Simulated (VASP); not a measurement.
Set up this calculation in VASP 6.6.1, as the native input.

| Item | Value |
| --- | --- |
| Task | single point |
| Functional | r2SCAN |
| Potentials or basis | VASP PAW PBE potentials, release 64 (Sn_d, Ge_d, O) |
| Cutoff | 520 eV |
| k mesh | 8 × 8 × 6 |
| Occupations | gaussian, width 0.1 eV |
| Spin | no spin polarisation |
| Further INCAR settings | ALGO = Normal; EDIFF = 1e-06; NBANDS = 35 |

The structure of Sn2GeO2 lies in POSCAR:

```
Sn2GeO2                                 
1.0
    3.8444072230      0.0000000000      0.0000000000
    0.0000000000      3.8444072230     -0.0000000000
    0.0000000000      0.0000000000      6.3553121989
  Sn              Ge              O             
     2     1     2
Direct
     0.5000000000000000    0.5000000000000000    0.8031301592312786
     1.0000000000000000    1.0000000000000000    0.4207881903033535
     0.5000000000000000    0.5000000000000000    0.2307968594335817
     0.5000000000000000    1.0000000000000000    0.6543353755158935
     0.0000000000000000    0.5000000000000000    0.6543353755158935
```

The cell was built by a generator and needn't be a form met in nature.

The input as run:

INCAR

```
SYSTEM = Sn2GeO2
  PREC = Accurate
  ENCUT = 520
  EDIFF = 1E-6
  ISMEAR = 0
  SIGMA = 0.1
  LREAL = .FALSE.
  LASPH = .TRUE.
  NELM = 150
  ALGO = Normal
  ISIF = 2
  LWAVE = .FALSE.
  LCHARG = .FALSE.
  METAGGA = R2SCAN
  LMIXTAU = .TRUE.
  NBANDS = 35
  KPAR = 4
```

KPOINTS

```
regular mesh
0
G
  8 8 6
  0 0 0
```

Potentials or basis: VASP PAW PBE potentials, release 64 (Sn_d, Ge_d, O).

Launch:

```bash
$ cat potpaw_PBE.64/Sn_d/POTCAR potpaw_PBE.64/Ge_d/POTCAR potpaw_PBE.64/O/POTCAR > POTCAR
$ mpirun -np 4 vasp_std > vasp.out
```

It gave:

```yaml
Pressure: -3.9 GPa
Largest_force: 0.336 eV/Å
Band_gap_on_the_k_mesh: none (metal or under the smearing width)
```

Caveat: the PAW data sets were made with another functional, which shifts forces and pressure a little.

It took 2.8 min on 4 MPI ranks on Intel(R) Xeon(R) 6975P-C (Granite Rapids) (shared host), peak memory 0.32 GiB a rank.
